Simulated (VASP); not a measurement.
Here is the system:

```xyz
2
Lattice="0.0000 2.3360 2.3360 2.3360 0.0000 2.3360 2.3360 2.3360 0.0000" Properties=species:S:1:pos:R:3 pbc="T T T"
Zr     0.0000     0.0000     0.0000
C      2.3360     2.3360     2.3360
```

Computed with PBEsol GGA, VASP's PBE PAW potentials (set 64) (plane waves; VASP). Numerical set-up: 520 eV cut-off, Gaussian smearing of 0.050 eV, potentials Zr_sv C.

### Question
Give the energies of bands 6 to 11 at the high-symmetry points, in eV from the Fermi level.

### Answer

```json
[
 {"band": "6", "Γ": "0.93", "X": "-2.06", "U": "-3.13", "L": "-5.43", "W": "-2.72"},
 {"band": "7", "Γ": "0.93", "X": "-1.90", "U": "-2.31", "L": "-3.03", "W": "-2.39"},
 {"band": "8", "Γ": "0.93", "X": "0.06", "U": "-1.62", "L": "-3.03", "W": "-2.39"},
 {"band": "9", "Γ": "1.03", "X": "0.06", "U": "1.47", "L": "4.57", "W": "3.30"},
 {"band": "10", "Γ": "1.03", "X": "4.53", "U": "4.96", "L": "4.57", "W": "3.30"},
 {"band": "11", "Γ": "1.03", "X": "5.78", "U": "5.49", "L": "5.42", "W": "5.79"}
]
```

It has no gap at this level: it comes out as a metal or semimetal.

The compound is ZrC in the rock salt structure. It was relaxed first.
